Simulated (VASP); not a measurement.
Here is the system:

```xyz
6
Lattice="1.6151 -2.7975 0.0000 1.6151 2.7975 0.0000 0.0000 0.0000 12.6529" Properties=species:S:1:pos:R:3 pbc="T T T"
W      1.6151     0.9325     3.1632
W      1.6151    -0.9325     9.4897
S      1.6151     0.9325    11.0991
S      1.6151    -0.9325     4.7727
S      1.6151    -0.9325     1.5538
S      1.6151     0.9325     7.8802
```

Level of theory: optB86b-vdW, VASP's PBE PAW potentials (set 64) (plane waves; VASP). Settings: 520 eV cut-off, 8×8×2 Γ-centred mesh, Gaussian smearing of 0.050 eV, potentials W_sv S.

The ions and cell shape at fixed volume are relaxed. Predict the relaxed structure.

```xyz
6
Lattice="1.5917 -2.7568 0.0000 1.5917 2.7568 0.0000 0.0000 0.0000 13.0288" Properties=species:S:1:pos:R:3 pbc="T T T"
W      1.5917     0.9189     3.2572
W      1.5917    -0.9189     9.7716
S      1.5917     0.9189    11.3478
S      1.5917    -0.9189     4.8334
S      1.5917    -0.9189     1.6810
S      1.5917     0.9189     8.1954
```
Space group P6_3/mmc (194), at a tolerance of 0.03 Å.

How much energy does the relaxation gain?

The energy (σ→0) changes by -23.5 meV/atom, in 8 ionic steps.

The compound is WS2 in the 2H layered structure. This cell is one point of a volume scan, at 1.06 of the reference volume. Symmetry was kept, so distortions that lower it aren't found.
